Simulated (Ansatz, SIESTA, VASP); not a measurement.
# Mg6SiB: 3 runs at one level of theory

```
Si Mg B
1.0
     3.97571    0.00000    0.00000
     0.00000    3.89167    4.93801
     0.00000   -3.89167    4.93801
Si Mg B
1 6 1
Cartesian
  0.0000 0.0000 9.3476
  1.9879 0.0000 1.3862
  1.9879 -2.1849 3.7819
  1.9879 2.1849 3.7819
  0.0000 0.0000 3.6676
  0.0000 -1.4376 6.2111
  0.0000 1.4376 6.2111
  1.9879 0.0000 5.1167
```

The cell comes from a database or a generator and needn't be the stable form of this composition.

Alike in all runs: task single point; functional PBE; k mesh 7 × 5 × 5; occupations fermi-dirac, width 0.05 eV; no spin polarisation; no spin-orbit coupling. Pressure is positive in compression and, in plane waves, holds the error of the finite cutoff, which Ansatz's Pulay term estimates and takes out.

```csv
program and potentials,plane-wave cutoff (eV),notes,pressure (GPa),largest force (eV/Å)
"Ansatz, Ansatz PAW",420,8.38 valence electrons an atom on average,?,?
"VASP, PBE PAW files B, Mg, Si, 520 eV",520,2.38 valence electrons an atom on average,-0.22,0.088
"SIESTA, files PseudoDojo sr-pbe-0.4.1-standard, DZP (energy shift 0.003 Ry; two zetas on semicore shells)",-,atomic basis; 8.38 valence electrons an atom on average,2.04,0.314
```

**Question.** Estimate from the other rows what the run with Ansatz, Ansatz PAW gave.

**Answer.** Pressure -0.08 GPa; largest force 0.087 eV/Å. The other rows, which needn't bracket it: pressure -0.22 to 2.04; largest force 0.088 to 0.314.
